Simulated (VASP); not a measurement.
All values below come from RPBE GGA, VASP's PBE PAW potentials (set 64) (plane waves; VASP).

The input files of a VASP run:

POSCAR:
```
La2O3
1.0
  1.9604683243  -3.3956306528   0.0000000000
  1.9604683243   3.3956306528   0.0000000000
  0.0000000000   0.0000000000   6.2163887077
La O
2 3
Direct
  0.3333330000   0.6666670000   0.2486239345
  0.6666670000   0.3333330000   0.7513760655
  0.0000000000   0.0000000000   1.0000000000
  0.3333330000   0.6666670000   0.6451566745
  0.6666670000   0.3333330000   0.3548433255
```

File KPOINTS:
```
Automatic mesh
0
G
  7 7 4
```

### INCAR
```
SYSTEM = La2O3
PREC = Accurate
ENCUT = 520
EDIFF = 1E-7
NELM = 100
ALGO = Normal
LREAL = .FALSE.
LASPH = .TRUE.
ISMEAR = 0
SIGMA = 0.05
GGA = RP
LMAXMIX = 6
LWAVE = .FALSE.
LCHARG = .FALSE.
ISIF = 4
IBRION = 2
NSW = 30
EDIFFG = -0.01
```

POTCAR, in this order: La O (PBE.64 set). Program: vasp_std.

Task: What does the run give for the energy per atom (σ→0)?

Result: 
| Property | Result |
|---|---|
| energy per atom (σ→0) | -7.977 eV/atom |

### OSZICAR
```
...
DAV:   2    -0.398827900410E+02   -0.12439E-03   -0.12830E-03  2016   0.432E-01    0.155E-02
DAV:   3    -0.398827895278E+02    0.51317E-06   -0.54610E-05  2520   0.786E-02    0.120E-02
DAV:   4    -0.398827854621E+02    0.40658E-05   -0.42775E-05  2152   0.552E-02    0.516E-03
DAV:   5    -0.398827855566E+02   -0.94536E-07   -0.89963E-06  2216   0.276E-02    0.385E-03
DAV:   6    -0.398827856409E+02   -0.84347E-07   -0.54775E-06  2280   0.163E-02    0.253E-03
DAV:   7    -0.398827855451E+02    0.95832E-07   -0.12273E-06  1992   0.928E-03    0.902E-04
DAV:   8    -0.398827856073E+02   -0.62214E-07   -0.24297E-07  1088   0.492E-03
   7 F= -.39882786E+02 E0= -.39882786E+02  d E =-.885780E-04
```

The compound is La2O3 in the a-type structure. This cell is one point of a volume scan, at 0.97 of the reference volume. Symmetry was kept, so distortions that lower it aren't found.
